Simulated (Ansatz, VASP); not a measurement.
# Be2Sn: VASP beside Ansatz, part 2 of 2

Wanted: the spread between two codes on one cell, functional and k mesh. The cell is generated by rule, not measured, and may not be a known phase. The cell is taken from a series of runs on this material, whose earlier steps may have relaxed, scaled, displaced or heated it; both programs get it as it stands.

VASP 6.6.1 and Ansatz 0.2.0.

So far: Starting point; Ansatz: relaxation of cell and atoms, PBEsol; VASP: relaxation of cell and atoms, PBEsol.

### Step 3. VASP: relaxation of cell and atoms, PBEsol (continued)

Level of this step: PBEsol; plane waves and PAW (Sn_d, Be); invented cell (VASP).

Numbers of over 12 decimals in the logs are rounded to 6 here.

OUTCAR, selected parts (step 3):

```text
ion  position               nearest neighbor table
   1  0.000  0.000  0.000-   5 2.36   6 2.36   3 2.36   4 2.36
   2  0.500  0.500  0.500-   3 2.36   5 2.36   6 2.36   4 2.36
   3  0.334  0.834  0.750-   5 2.18   2 2.36   1 2.36
   4  0.166  0.334  0.250-   6 2.18   1 2.36   2 2.36
   5  0.666  0.166  0.750-   3 2.18   1 2.36   2 2.36
   6  0.834  0.666  0.250-   4 2.18   1 2.36   2 2.36

  LATTYP: Found a simple tetragonal cell.
 ALAT       =     4.6448150000
 C/A-ratio  =     1.3805916920

 Subroutine GETGRP returns: Found  8 space group operations
 (whereof  4 operations were pure point group operations)

The static configuration has the point symmetry S_4 .
 The point group associated with its full space group is D_2d.

 Found     60 irreducible k-points:

   k-points           NKPTS =     60   k-points in BZ     NKDIM =     60   number of bands    NBANDS=     24

   dimension x,y,z NGX =    40 NGY =   40 NGZ =   54
   dimension x,y,z NGXF=    80 NGYF=   80 NGZF=  108

   ENCUT  =  600.0 eV  44.10 Ry    6.64 a.u.   9.28  9.28 12.81*2*pi/ulx,y,z

   NELECT =      36.0000    total number of electrons

 k-points in reciprocal lattice and weights: Automatic mesh
   0.00000000  0.00000000  0.00000000       0.003
   0.12500000  0.00000000  0.00000000       0.010
   0.25000000  0.00000000  0.00000000       0.010
   0.37500000  0.00000000  0.00000000       0.010
   0.50000000  0.00000000  0.00000000       0.005
   0.12500000  0.12500000  0.00000000       0.010
   0.25000000  0.12500000  0.00000000       0.021
   0.37500000  0.12500000  0.00000000       0.021
   0.50000000  0.12500000  0.00000000       0.010
[...]
0.50000000  0.37500000  0.50000000       0.010
   0.50000000  0.50000000  0.50000000       0.003

 average (electrostatic) potential at core
       1-102.8713       2-102.8713       3 -37.3720       4 -37.3720       5 -37.3720
       6 -37.3720

 E-fermi :   3.0809

 k-point     1 :       0.0000    0.0000    0.0000
  band No.  band energies     occupation
    ...
     13      -1.4729      2.00000
     14       1.5934      2.00000
     15       1.5934      2.00000
     16       2.1718      2.00000
     17       2.7298      2.00000
     18       3.1192      0.00000
     19       3.2034      0.00000
     20       3.3388      0.00000
     21       3.3388      0.00000
     22       5.9047      0.00000
    ...

 k-point     2 :       0.1250    0.0000    0.0000
  band No.  band energies     occupation
    ...
     14       0.9428      2.00000
     15       1.6355      2.00000
     16       2.0000      2.00000
     17       2.3527      2.00000
     18       2.9042      2.00000
     19       3.3321      0.00000
     20       3.7137      0.00000
     21       3.8213      0.00000
     22       5.8535      0.00000
     23       6.1620      0.00000
    ...

 k-point     3 :       0.2500    0.0000    0.0000
  band No.  band energies     occupation
    ...
     14       0.2407      2.00000
     15       1.1641      2.00000
     16       1.4874      2.00000
     17       2.0030      2.00000
     18       2.9553      2.00000
     19       3.4242      0.00000
     20       3.7602      0.00000
     21       4.8919      0.00000
     22       5.9462      0.00000
     23       6.4112      0.00000
    ...

  Total        0.0009327      0.0009327      0.0004672      0.0000000      0.0000000      0.0000000
  in kB        0.0108611      0.0108611      0.0054405      0.0000000      0.0000000      0.0000000
  external PRESSURE =       0.0090542 kB  Pullay stress =       0.0000000 kB

  energy-cutoff  :      600.00
  volume of cell :      137.58
      direct lattice vectors                 reciprocal lattice vectors
     4.608039600  0.000000000  0.000000000     0.217012024  0.000000000  0.000000000
     0.000000000  4.608039600 -0.000000000     0.000000000  0.217012024 -0.000000000
     0.000000000  0.000000000  6.479249448     0.000000000  0.000000000  0.154338864

 POSITION                                       TOTAL-FORCE (eV/Angst)
 -----------------------------------------------------------------------------------
      0.00000      0.00000      0.00000        -0.000000      0.000000      0.000000
      2.30402      2.30402      3.23963        -0.000000     -0.000000      0.000000
      1.53585      3.83987      4.85944        -0.000377     -0.000377     -0.000000
      0.76817      1.53585      1.61981         0.000377     -0.000377      0.000000
      3.07219      0.76817      4.85944         0.000377      0.000377     -0.000000
      3.83987      3.07219      1.61981        -0.000377      0.000377      0.000000
 -----------------------------------------------------------------------------------
    total drift:                               -0.000273     -0.000320     -0.000280

  FREE ENERGIE OF THE ION-ELECTRON SYSTEM (eV)
  ---------------------------------------------------
  free  energy   TOTEN  =       -18.1153165547 eV

  energy  without entropy=      -18.1152871698  energy(sigma->0) =      -18.11530186

 reached required accuracy - stopping structural energy minimisation

 total charge
# of ion       s       p       d       tot
------------------------------------------
    1        1.144   1.421   9.950  12.516
    2        1.144   1.421   9.950  12.516
    3        0.465   0.440   0.000   0.905
    4        0.465   0.440   0.000   0.905
    5        0.465   0.440   0.000   0.905
    6        0.465   0.440   0.000   0.905
--------------------------------------------------
tot          4.149   4.604  19.901  28.653

[... 3 further parts left out ...]
```

CONTCAR:

```
Be2Sn
   1.00000000000000
     4.6080396004741351    0.0000000000000000    0.0000000000000000
     0.0000000000000000    4.6080396004741351   -0.0000000000000000
     0.0000000000000000    0.0000000000000000    6.4792494478296225
  Sn              Be
     2     4
Direct
     0.0000000000000000    0.0000000000000000    0.0000000000000000
     0.5000001076000018    0.5000001076000018    0.5000000779999993
     0.3332971548780406    0.8332970471780442    0.7500000389999997
     0.1667029528219558    0.3332971548780406    0.2499999610000003
     0.6667030604219576    0.1667029528219558    0.7500000389999997
     0.8332970471780442    0.6667030604219576    0.2499999610000003
```

The run keeps the 8 symmetry operations of its start, so it cannot find a distortion of lower symmetry.

### Step 4. Differences

Known differences besides the potentials themselves: fixed occupations in Ansatz, narrow Gaussian smearing in VASP; the cutoff is 420 eV in Ansatz and 600 eV in VASP; Ansatz makes its cores anew for this functional, VASP keeps those of its PBE data sets; Ansatz adds a Pulay correction to the stress that steers its cell, VASP none. Total energies have different zeros and are not compared.

The two programs side by side:

| quantity | Ansatz | VASP | difference |
| --- | --- | --- | --- |
| volume (Å³) | 137.60 | 137.58 | +0.02 % |
| edge a after relaxation, in the typed setting (Å) | 4.608 | 4.608 | +0.00 % |
| edge c after relaxation, in the typed setting (Å) | 6.480 | 6.479 | +0.02 % |

### Step 5. What came out

```json
{"difference in edge c after relaxation, in the typed setting (relaxation of cell and atoms, PBEsol)": "0.015 %"}
```

The difference in edge c after relaxation, in the typed setting is 0.015 % (relaxation of cell and atoms, PBEsol), within the 1.2 % picked in this series as the mark of a large difference, as far as the stopping tolerances let one tell. 2 further runs of this series are not shown here. How closely two codes agree says nothing of how well the functional describes the real material.

[Lines on the potential files, build, host, timing and source positions are cut from VASP's logs without a mark.]

[Logs are printed without paths, hosts, clocks, repeated set-up lines and the standing remarks that a program may print on its own settings, such as how far it seeks lower states.]

[Hosts, paths, dates, database ids (printed as entryN), source tags and the programs' standing remarks are cut or masked in the printed files.]
